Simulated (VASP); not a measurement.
The system is Sn2GeO3.

```
Sn Ge O
1.0
    -1.90000    2.00000    6.45000
     1.90000   -2.00000    6.45000
     1.90000    2.00000   -6.45000
Sn Ge O
2 1 3
Direct
  0.35500 0.35500 0.00000
  0.64500 0.64500 0.00000
  0.00000 0.00000 0.00000
  0.84500 0.84500 0.00000
  0.15500 0.15500 0.00000
  0.50000 0.00000 0.50000
```

The cell was built by a generator and needn't be a form met in nature.

```yaml
Program: VASP 6.6.1
Task: relaxation of cell and atoms
Functional: PBE
Potentials_or_basis: VASP PAW PBE potentials, release 64 (Sn_d, Ge_d, O)
Cutoff: 520 eV
k_mesh: 5 × 5 × 5
Occupations: gaussian, width 0.15 eV
Spin: no spin polarisation
```

At the start: pressure -1.4 GPa; volume 16.34 Å³/atom.

Question: How do energy, volume and symmetry change on relaxing?

Answer: Over 24 steps the energy falls by 69.1 meV/atom and the volume is 15.88 Å³/atom (-2.8 %); space group Immm (No. 71, to 0.05 Å).

The path:
```csv
step,energy change (eV),largest force (eV/Å),pressure (GPa),volume (Å³)
1,0.0000,0.7129,-1.45,98.04
2,-0.1146,0.6548,-0.60,95.95
3,-0.2755,0.2455,4.42,89.72
4,-0.3334,0.1434,2.89,90.78
5,-0.3561,0.1180,1.82,91.64
6,-0.3401,0.3822,-0.05,93.32
7,-0.3594,0.1733,1.07,92.12
8,-0.3734,0.1217,0.54,92.77
9,-0.3812,0.1879,0.06,93.33
10,-0.3853,0.2719,-0.90,94.46
11,-0.3857,0.2026,-0.96,94.17
12,-0.3930,0.1598,-0.22,93.69
13,-0.3938,0.1288,0.43,93.45
14,-0.3976,0.1337,-0.02,93.76
15,-0.4023,0.1623,0.33,94.30
16,-0.4044,0.2169,-0.16,95.38
17,-0.4048,0.2104,0.22,95.03
18,-0.4047,0.2128,-0.44,95.21
19,-0.4048,0.2109,0.21,95.12
20,-0.4093,0.1349,-0.76,95.81
21,-0.4096,0.1210,-0.70,95.90
22,-0.4138,0.0881,-0.28,95.46
23,-0.4145,0.1256,0.60,95.13
24,-0.4145,0.0494,-0.28,95.27
```

Final structure:
```cif
data_structure
_symmetry_space_group_name_H-M 'P 1'
_symmetry_Int_Tables_number 1
_cell_length_a 7.3188
_cell_length_b 7.3188
_cell_length_c 7.3188
_cell_angle_alpha 151.932
_cell_angle_beta 148.817
_cell_angle_gamma 42.446
_cell_volume 95.27
loop_
_atom_site_label
_atom_site_type_symbol
_atom_site_fract_x
_atom_site_fract_y
_atom_site_fract_z
_atom_site_occupancy
Sn1 Sn 0.33858 0.33858 0.00000 1
Sn2 Sn 0.66142 0.66142 0.00000 1
Ge1 Ge 0.00000 0.00000 0.00000 1
O1 O 0.82743 0.82743 0.00000 1
O2 O 0.17257 0.17257 0.00000 1
O3 O 0.50000 0.00000 0.50000 1
```

Caveat: the k mesh is coarse (spacing up to 0.46 Å⁻¹), so the values aren't converged.
